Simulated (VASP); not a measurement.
# InF (Pm-3m) in VASP: single point with PBE

Aim: the single point of InF with PBE.

Program: VASP 6.6.1. These are calculated values, not measurements. Logs are shortened: lines on timing, memory, paths and dates and some standing lists are left out, and cuts for length are marked.

### 1 The crystal as given

It takes space group Pm-3m (No. 221, cubic). Conventional cell: a = 2.997 Å, b = 2.997 Å, c = 2.997 Å, α = 90.00°, β = 90.00°, γ = 90.00°. Around In (site symmetry m-3m) lie 8 F at 2.60 Å. F (site symmetry m-3m) is surrounded by 8 In at 2.60 Å.

The cell comes from a database or a generator and needn't be the stable form of this composition.

### 2 Single point, PBE

The input, INCAR:

```
PREC = Accurate
ENCUT = 520
EDIFF = 1E-7
ISMEAR = 0
SIGMA = 0.05
LREAL = F
LASPH = T
NELM = 100
ALGO = Normal
ISIF = 2
LWAVE = F
LCHARG = F
GGA = PE
NBANDS = 17
```

The input, KPOINTS:

```
regular mesh
0
Gamma
  6 6 6
```

The input, POSCAR:

```
InF
1.0
    2.9967115806      0.0000000000      0.0000000000
    0.0000000000      2.9967115806      0.0000000000
    0.0000000000      0.0000000000      2.9967115806
In F
1 1
Direct
    0.0000000000      0.0000000000      0.0000000000
    0.5000000000      0.5000000000      0.5000000000
```

Potentials or basis: VASP PAW PBE potentials, release 64 (In_d, F).

On the command line:

```sh
$ cat potpaw_PBE.64/In_d/POTCAR potpaw_PBE.64/F/POTCAR > POTCAR
$ mpirun -np 1 vasp_std > vasp.out
```

OUTCAR:

```text
PREC = Accurate
   ENCUT = 520
   EDIFF = 1E-7
   ISMEAR = 0
   LREAL = F
   LASPH = T
   NELM = 100
   ISIF = 2
   GGA = PE

 ion  position               nearest neighbor table
   1  0.000  0.000  0.000-   2 2.60   2 2.60   2 2.60   2 2.60   2 2.60   2 2.60   2 2.60   2 2.60

   2  0.500  0.500  0.500-   1 2.60   1 2.60   1 2.60   1 2.60   1 2.60   1 2.60   1 2.60   1 2.60

  LATTYP: Found a simple cubic cell.
 ALAT       =     2.9967115806

  Lattice vectors:

 A1 = (   2.9967115806,   0.0000000000,   0.0000000000)
 A2 = (   0.0000000000,   2.9967115806,   0.0000000000)
 A3 = (   0.0000000000,   0.0000000000,   2.9967115806)

Analysis of symmetry for initial positions (statically):
=====================================================================
 Subroutine PRICEL returns:
 Original cell was already a primitive cell.

 Routine SETGRP: Setting up the symmetry group for a
 simple cubic supercell.

 Subroutine GETGRP returns: Found 48 space group operations
 (whereof 48 operations were pure point group operations)
 out of a pool of 48 trial point group operations.

The static configuration has the point symmetry O_h .

Analysis of symmetry for dynamics (positions and initial velocities):
=====================================================================
 Subroutine PRICEL returns:
 Original cell was already a primitive cell.

 Routine SETGRP: Setting up the symmetry group for a
 simple cubic supercell.

 Subroutine GETGRP returns: Found 48 space group operations
 (whereof 48 operations were pure point group operations)
 out of a pool of 48 trial point group operations.

The dynamic configuration has the point symmetry O_h .

 Subroutine INISYM returns: Found 48 space group operations
 (whereof 48 operations are pure point group operations),
 and found     1 'primitive' translations

----------------------------------------------------------------------------------------

                                     Primitive cell

  volume of cell :      26.9113

  direct lattice vectors                    reciprocal lattice vectors
     2.996711581  0.000000000  0.000000000     0.333699114  0.000000000  0.000000000
     0.000000000  2.996711581  0.000000000     0.000000000  0.333699114  0.000000000
     0.000000000  0.000000000  2.996711581     0.000000000  0.000000000  0.333699114

  length of vectors
     2.996711581  2.996711581  2.996711581     0.333699114  0.333699114  0.333699114

  position of ions in fractional coordinates (direct lattice)
     0.000000000  0.000000000  0.000000000
     0.500000000  0.500000000  0.500000000

  ion indices of the primitive-cell ions
   primitive index   ion index
                 1           1
                 2           2

----------------------------------------------------------------------------------------

 KPOINTS: regular mesh

Automatic generation of k-mesh.
 Grid dimensions read from file:
 generate k-points for:    6    6    6

 Generating k-lattice:

  Cartesian coordinates                     Fractional coordinates (reciprocal lattice)
     0.055616519  0.000000000  0.000000000     0.166666667  0.000000000  0.000000000
     0.000000000  0.055616519  0.000000000     0.000000000  0.166666667  0.000000000
     0.000000000  0.000000000  0.055616519     0.000000000  0.000000000  0.166666667

  Length of vectors
     0.055616519  0.055616519  0.055616519

  Shift w.r.t. Gamma in fractional coordinates (k-lattice)
     0.000000000  0.000000000  0.000000000

 Subroutine IBZKPT returns following result:
 ===========================================

 Found     20 irreducible k-points:

 Following reciprocal coordinates:
            Coordinates               Weight
  0.000000  0.000000  0.000000      1.000000
  0.166667  0.000000  0.000000      6.000000
  0.333333  0.000000  0.000000      6.000000
  0.500000  0.000000  0.000000      3.000000
  0.166667  0.166667  0.000000     12.000000
  0.333333  0.166667  0.000000     24.000000
[... 12 lines left out ...]
  0.500000  0.500000  0.333333      6.000000
  0.500000  0.500000  0.500000      1.000000
   k-points           NKPTS =     20   k-points in BZ     NKDIM =     20   number of bands    NBANDS=     17
   number of dos      NEDOS =    301   number of ions     NIONS =      2
   total plane-waves  NPLWV =  13824
   dimension x,y,z NGX =    24 NGY =   24 NGZ =   24
   dimension x,y,z NGXF=    48 NGYF=   48 NGZF=   48
   ions per type =               1   1
   NGX,Y,Z   is equivalent  to a cutoff of  13.31, 13.31, 13.31 a.u.
   NGXF,Y,Z  is equivalent  to a cutoff of  26.63, 26.63, 26.63 a.u.
 SYSTEM =  unknown system
   PREC   = accura    normal or accurate (medium, high low for compatibility)
   ISTART =      0    job   : 0-new  1-cont  2-samecut
   ICHARG =      2    charge: 1-file 2-atom 10-const
   ISPIN  =      1    spin polarized calculation?
   LNONCOLLINEAR =      F non collinear calculations
   LSORBIT =      F    spin-orbit coupling
   LASPH  =      T    aspherical Exc in radial PAW
   ENCUT  =  520.0 eV  38.22 Ry    6.18 a.u.   5.57  5.57  5.57*2*pi/ulx,y,z
   NELM   =    100;   NELMIN=  2; NELMDL= -5     # of ELM steps
   EDIFF  = 0.1E-06   stopping-criterion for ELM
   LREAL  =      F    real-space projection
   EDIFFG = 0.1E-05   stopping-criterion for IOM
   NSW    =      0    number of steps for IOM
   IBRION =     -1    ionic relax: 0-MD 1-quasi-New 2-CG
   NFREE  =      0    steps in history (QN), initial steepest desc. (CG)
   ISIF   =      2    stress and relaxation
   ISYM   =      2    0-nonsym 1-usesym 2-fastsym
   POTIM  = 0.5000    time-step for ionic-motion
   TEBEG  =    0.0;   TEEND  =   0.0 temperature during run
   PSTRESS=    0.0 pullay stress
   NELECT =      20.0000    total number of electrons
   NUPDOWN=      -1.0000    fix difference up-down
   EMIN   =  10.00;   EMAX   =-10.00  energy-range for DOS
   EFERMI =   0.00;   METHOD = LEGACY
   ISMEAR =     0;   SIGMA  =   0.05  broadening in eV -4-tet -1-fermi 0-gaus
   EFERMI_NEDOS =   21; number of points for ismear=-14 and -15
   IALGO  =     38    algorithm
   IMIX   =      4    mixing-type and parameters
     AMIX     =   0.40;   BMIX     =  1.00
     AMIX_MAG =   1.60;   BMIX_MAG =  1.00
  volume/ion in A,a.u.               =      13.46        90.80
  Fermi-wavevector in a.u.,A,eV,Ry     =   1.482882  2.802240 29.918376  2.198939
  Thomas-Fermi vector in A             =   2.596613
   LORBIT       =      0    0 simple, 1 ext, 2 COOP (PROOUT), +10 PAW based schemes
   GGA     = PE    functional components
   LHFCALC =     F    Hartree Fock is set to
   AEXX    =    0.0000 exact exchange contribution
   IVDW    =     0    specifies the selected vdW correction
   LEPSILON=     F    determine dielectric tensor
   LRPA    =     F    only Hartree local field effects (RPA)
 non-spin polarized calculation
 Gauss-broadening in eV      SIGMA  =   0.05
  energy-cutoff  :      520.00
  volume of cell :       26.91
 maximum number of plane-waves:       739
 NGX is ok and might be reduce to    24
   NGX = 11   NGY = 11   NGZ = 11

 number of electron      20.0000019 magnetization

 Free energy of the ion-electron system (eV)
  ---------------------------------------------------
  ext. energy  EPLUGINS =         0.00000000
  ---------------------------------------------------
  free energy    TOTEN  =        -6.48787182 eV

  energy without entropy =       -6.48715764  energy(sigma->0) =       -6.48751473

 E-fermi :   9.0391     XC(G=0): -11.6180

 val. band max:        9.0239003057   @ k =   0.5000   0.5000   0.3333
 cond. band min:       9.4379845049   @ k =   0.5000   0.1667   0.0000
 fundamental gap:      0.4140841992
 Fermi energy:         9.0391288154

 k-point     1 :       0.0000    0.0000    0.0000
  band No.  band energies     occupation
      1     -15.4135      2.00000
      2      -5.9449      2.00000
      3      -5.9449      2.00000
      4      -5.0901      2.00000
      5      -5.0901      2.00000
      6      -5.0901      2.00000
[... 9 lines left out ...]
     16      30.3398      0.00000
     17      30.3402      0.00000

 k-point     2 :       0.1667    0.0000    0.0000
  band No.  band energies     occupation
      1     -15.3462      2.00000
      2      -5.9299      2.00000
      3      -5.8089      2.00000
      4      -5.1646      2.00000
      5      -5.1646      2.00000
      6      -5.0844      2.00000
[... 9 lines left out ...]
     16      27.6975      0.00000
     17      29.3466      0.00000

 k-point     3 :       0.3333    0.0000    0.0000
  band No.  band energies     occupation
      1     -15.2076      2.00000
      2      -5.8998      2.00000
      3      -5.5588      2.00000
      4      -5.3088      2.00000
      5      -5.3088      2.00000
      6      -5.0730      2.00000
[... 9 lines left out ...]
     16      25.6521      0.00000
     17      28.6264      0.00000

 k-point     4 :       0.5000    0.0000    0.0000
  band No.  band energies     occupation
      1     -15.1359      2.00000
      2      -5.8846      2.00000
      3      -5.4498      2.00000
      4      -5.3786      2.00000
      5      -5.3786      2.00000
      6      -5.0673      2.00000
[... 9 lines left out ...]
     16      27.8779      0.00000
     17      28.6051      0.00000
[... 263 lines left out ...]
      1     -14.8922      2.00000
      2      -5.6706      2.00000
      3      -5.5646      2.00000
      4      -5.5286      2.00000
      5      -5.1425      2.00000
      6      -4.9646      2.00000
[... 9 lines left out ...]
     16      22.8731      0.00000
     17      30.3622      0.00000

 k-point    19 :       0.5000    0.5000    0.3333
  band No.  band energies     occupation
      1     -14.8425      2.00000
      2      -5.6868      2.00000
      3      -5.6609      2.00000
      4      -5.6609      2.00000
      5      -5.0512      2.00000
      6      -4.8535      2.00000
[... 9 lines left out ...]
     16      22.1003      0.00000
     17      29.5600      0.00000

 k-point    20 :       0.5000    0.5000    0.5000
  band No.  band energies     occupation
      1     -14.7871      2.00000
      2      -5.7709      2.00000
      3      -5.7709      2.00000
      4      -5.7709      2.00000
      5      -4.8499      2.00000
      6      -4.8499      2.00000
[... 9 lines left out ...]
     16      21.6444      0.00000
     17      28.5111      0.00000

------------------------ aborting loop because EDIFF is reached ----------------------------------------

  FORCE on cell =-STRESS in cart. coord.  units (eV):
  Direction    XX          YY          ZZ          XY          YZ          ZX
  --------------------------------------------------------------------------------------
  -------------------------------------------------------------------------------------
  Total        5.5846910      5.5846910      5.5846910      0.0000000      0.0000000     -0.0000000
  in kB      332.4871714    332.4871714    332.4871714      0.0000000      0.0000000     -0.0000000
  external PRESSURE =     332.4871714 kB  Pullay stress =       0.0000000 kB

 VOLUME and BASIS-vectors are now :
 -----------------------------------------------------------------------------
  energy-cutoff  :      520.00
  volume of cell :       26.91
      direct lattice vectors                 reciprocal lattice vectors
     2.996711581  0.000000000  0.000000000     0.333699114  0.000000000  0.000000000
     0.000000000  2.996711581  0.000000000     0.000000000  0.333699114  0.000000000
     0.000000000  0.000000000  2.996711581     0.000000000  0.000000000  0.333699114

 POSITION                                       TOTAL-FORCE (eV/Angst)
 -----------------------------------------------------------------------------------
      0.00000      0.00000      0.00000         0.000000      0.000000      0.000000
      1.49836      1.49836      1.49836         0.000000      0.000000      0.000000
 -----------------------------------------------------------------------------------
    total drift:                                0.000000      0.000000     -0.000000

  FREE ENERGIE OF THE ION-ELECTRON SYSTEM (eV)
  ---------------------------------------------------
  free  energy   TOTEN  =        -6.4878718164 eV

  energy  without entropy=       -6.4871576389  energy(sigma->0) =       -6.48751473
```

Wall time 5.4 s (1 thread of Intel Xeon Platinum 8488C (Sapphire Rapids), shared host); peak memory 0.14 GiB.

Results:

* Free energy: -6.4879 eV
* Pressure: 33.2 GPa
* Band gap on the k mesh: none (metal or under the smearing width)

Caveat: a pressure of tens of GPa on the cell as given is suspect, and the run, the potentials or the cell itself is likely at fault.
